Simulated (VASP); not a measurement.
Input of a VASP 6.6.1 run:

File INCAR:

```
SYSTEM = CaH8
  PREC = Accurate
  ENCUT = 520
  EDIFF = 1E-7
  ISMEAR = -1
  SIGMA = 0.05
  LREAL = .False.
  LASPH = .True.
  NELM = 80
  ALGO = Normal
  ISIF = 2
  LWAVE = .False.
  LCHARG = .False.
  GGA = PE
  NBANDS = 19
```

The input KPOINTS:

```
regular mesh
0
Gamma
  7 7 7
  0 0 0
```

File POSCAR:

```
CaH8
1.0
    0.0000000000      3.5465300000      3.5465300000
    3.5465300000      0.0000000000      3.5465300000
    3.5465300000      3.5465300000      0.0000000000
Ca H
1 8
Direct
    0.5000000000      0.5000000000      0.5000000000
    0.6809000000      0.6809000000      0.6809000000
    0.6809000000      0.6809000000      0.9572800000
    0.6809000000      0.9572800000      0.6809000000
    0.9572800000      0.6809000000      0.6809000000
    0.3191000000      0.3191000000      0.0427200000
    0.3191000000      0.3191000000      0.3191000000
    0.3191000000      0.0427200000      0.3191000000
    0.0427200000      0.3191000000      0.3191000000
```

Potentials or basis: VASP PAW PBE potentials, release 64 (Ca_sv, H).

Command:

```sh
$ cat potpaw_PBE.64/Ca_sv/POTCAR potpaw_PBE.64/H/POTCAR > POTCAR
$ mpirun -np 1 vasp_std > vasp.out
```

Predict the pressure.

0.0 GPa.

Estimate the largest force.

0.004 eV/Å.

Forces on the atoms (eV/Å):
```
Ca   0.000  0.000  0.000
H    0.002  0.002  0.002
H   -0.002 -0.002  0.002
H   -0.002  0.002 -0.002
H    0.002 -0.002 -0.002
H    0.002  0.002 -0.002
H   -0.002 -0.002 -0.002
H    0.002 -0.002  0.002
H   -0.002  0.002  0.002
```
